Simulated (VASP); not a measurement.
Method: PBEsol GGA, VASP's PBE PAW potentials (set 64) (plane waves; VASP).

A VASP calculation is set up with these files.

KPOINTS:
```
Automatic mesh
0
Gamma
8 8 8
0 0 0
```

INCAR:
```
SYSTEM = Ni3Fe
PREC = Accurate; ENCUT = 480; LREAL = .FALSE.
LASPH = .TRUE.
EDIFF = 1E-7; NELM = 100; ALGO = Normal
LMAXMIX = 4
ISMEAR = 1; SIGMA = 0.1
GGA = PS
MAGMOM = 2.8 0.6 0.6 0.6
ISPIN = 2
ISIF = 2
LWAVE = .FALSE.; LCHARG = .FALSE.; LORBIT = 10
```

### POSCAR
```
Ni3Fe
1
    3.4841768124     0.0000000000     0.0261313261
    0.0000000000     3.4841768124     0.0000000000
    0.0261313261     0.0000000000     3.4841768124
Fe Ni
1 3
Direct
  0.0000000000   0.0000000000   0.0000000000
  0.0000000000   0.5000000000   0.5000000000
  0.5000000000   0.0000000000   0.5000000000
  0.5000000000   0.5000000000   0.0000000000
```

POTCAR, in this order: Fe Ni (PBE.64 set). Program: vasp_std.

Output of the run:

File OSZICAR:
```
       N       E                     dE             d eps       ncg     rms          rms(c)
DAV:   1     0.233049822729E+03    0.23305E+03   -0.16485E+04 10892   0.203E+03
DAV:   2    -0.187422441650E+02   -0.25179E+03   -0.24346E+03 10608   0.365E+02
DAV:   3    -0.323099861004E+02   -0.13568E+02   -0.12836E+02 10760   0.117E+02
DAV:   4    -0.325182524615E+02   -0.20827E+00   -0.20728E+00 11389   0.151E+01
DAV:   5    -0.325237610595E+02   -0.55086E-02   -0.55078E-02 14601   0.203E+00    0.229E+01
DAV:   6    -0.287199683774E+02    0.38038E+01   -0.44921E+01 10716   0.102E+02    0.153E+01
DAV:   7    -0.303722435223E+02   -0.16523E+01   -0.14323E+01 12196   0.955E+01    0.225E+01
DAV:   8    -0.276254825378E+02    0.27468E+01   -0.11074E+01 12319   0.540E+01    0.464E+00
DAV:   9    -0.276660627933E+02   -0.40580E-01   -0.50764E-01 12036   0.926E+00    0.297E+00
DAV:  10    -0.276374083374E+02    0.28654E-01   -0.76733E-02 13319   0.763E+00    0.146E+00
DAV:  11    -0.276364498506E+02    0.95849E-03   -0.36000E-02 13972   0.524E+00    0.120E+00
DAV:  12    -0.276328945004E+02    0.35554E-02   -0.11179E-02 12578   0.347E+00    0.716E-01
DAV:  13    -0.276334615623E+02   -0.56706E-03   -0.29515E-03 13590   0.114E+00    0.201E-01
DAV:  14    -0.276335060494E+02   -0.44487E-04   -0.54905E-04 13069   0.340E-01    0.864E-02
DAV:  15    -0.276335239844E+02   -0.17935E-04   -0.89755E-05 12579   0.203E-01    0.509E-02
DAV:  16    -0.276335205677E+02    0.34167E-05   -0.30741E-05 14220   0.125E-01    0.934E-03
DAV:  17    -0.276335203240E+02    0.24374E-06   -0.40463E-06 11705   0.238E-02    0.579E-03
DAV:  18    -0.276335203081E+02    0.15851E-07   -0.30270E-07  8183   0.119E-02
   1 F= -.27633520E+02 E0= -.27633412E+02  d E =-.323914E-03  mag=     4.6360
```

**OUTCAR**
```
------------------------ aborting loop because EDIFF is reached ----------------------------------------
  FORCE on cell =-STRESS in cart. coord.  units (eV):
  Direction    XX          YY          ZZ          XY          YZ          ZX
  --------------------------------------------------------------------------------------
  Total        0.1843599      0.1531334      0.1843599      0.0000000      0.0000000     -0.5530755
  in kB        6.9839458      5.8010208      6.9839458      0.0000000      0.0000000    -20.9516798
  external PRESSURE =       6.5896375 kB  Pullay stress =       0.0000000 kB
  volume of cell :       42.29
      direct lattice vectors                 reciprocal lattice vectors
     3.484176812  0.000000000  0.026131326     0.287027986  0.000000000 -0.002152710
     0.000000000  3.484176812  0.000000000     0.000000000  0.287011841  0.000000000
     0.026131326  0.000000000  3.484176812    -0.002152710  0.000000000  0.287027986
 POSITION                                       TOTAL-FORCE (eV/Angst)
 -----------------------------------------------------------------------------------
      0.00000      0.00000      0.00000         0.000000      0.000000      0.000000
      0.01307      1.74209      1.74209         0.000000      0.000000      0.000000
      1.75515      0.00000      1.75515        -0.000000      0.000000     -0.000000
      1.74209      1.74209      0.01307         0.000000      0.000000      0.000000
 -----------------------------------------------------------------------------------
    total drift:                                0.000000      0.000000      0.000000
  FREE ENERGIE OF THE ION-ELECTRON SYSTEM (eV)
  ---------------------------------------------------
  free  energy   TOTEN  =       -27.6335203081 eV

  energy  without entropy=      -27.6331963945  energy(sigma->0) =      -27.63341234

 total charge

# of ion       s       p       d       tot
------------------------------------------
    1        0.497   0.549   6.154   7.200
    2        0.528   0.562   8.347   9.437
    3        0.529   0.562   8.347   9.437
    4        0.528   0.562   8.347   9.437
--------------------------------------------------
tot          2.083   2.233  31.196  35.512

 magnetization (x)

# of ion       s       p       d       tot
------------------------------------------
    1        0.009   0.001   2.815   2.825
    2       -0.016  -0.043   0.659   0.601
    3       -0.016  -0.042   0.659   0.601
    4       -0.016  -0.043   0.659   0.601
--------------------------------------------------
tot         -0.038  -0.126   4.792   4.628
```
(Selected blocks of OUTCAR.)

The compound is Ni3Fe in the L1_2 structure. This cell was strained or had an atom moved on purpose.
